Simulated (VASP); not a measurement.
A VASP calculation is set up with these files.

**INCAR**
```
# general
SYSTEM =CuI
PREC   =Accurate
ENCUT  =400
LREAL  =.False.
LASPH  =.True.

# electronic loop
EDIFF  =1E-6
NELM   =100
ALGO   =Normal
LMAXMIX=4
LMIXTAU=.True.

# smearing
ISMEAR =0
SIGMA  =0.05

# functional
METAGGA=R2SCAN

# ions
IBRION =2
NSW    =60
ISIF   =3
EDIFFG =-0.01

# output
LWAVE  =.False.
LCHARG =.False.
```

File KPOINTS:
```
Automatic mesh
0
Gamma
7 7 7
0 0 0
```

File POSCAR:
```
CuI
1
    0.0000000000     3.0063240343     3.0063240343
    3.0063240343     0.0000000000     3.0063240343
    3.0063240343     3.0063240343     0.0000000000
Cu I
1 1
Direct
  0.0000000000   0.0000000000   0.0000000000
  0.2500000000   0.2500000000   0.2500000000
```

POTCAR, in this order: Cu I (PBE.64 set). Program: vasp_std.

Q: Write an equivalent input for Ansatz.

A: One equivalent input (not run):
Ansatz 0.2 input:
```yaml
crystal:
  lattice:
    - [0.0000000, 3.0063240, 3.0063240]
    - [3.0063240, 0.0000000, 3.0063240]
    - [3.0063240, 3.0063240, 0.0000000]
  atoms:
    - { symbol: Cu, position: [0.0000000, 0.0000000, 0.0000000] }
    - { symbol: I, position: [0.2500000, 0.2500000, 0.2500000] }
kpoints:
  mp_grid: { grid: [7, 7, 7] }
hamiltonian:
  xc: r2scan
  pseudopotentials: { kind: paw }
scf:
  occupations: { method: gaussian, width: 0.05 }
  max_iter: 100
relax:
  max_steps: 60
  f_tol: 0.01
  cell: {}
output: { forces: true, stress: true, eigenvalues: true }
```
Limits of the translation: each code has its own PAW files, so the cut-off isn't converted (ENCUT is set for VASP's; basis.ecutwfc is left out, and Ansatz then takes the one that its files recommend); Ansatz stops its SCF on the density residual and VASP on the energy change (EDIFF).

The structure was generated: CuI was put into the zinc blende type (F-43m), which need not be its known phase. It was relaxed first, which changed the volume by -11 %. The start is the result of an earlier pass.
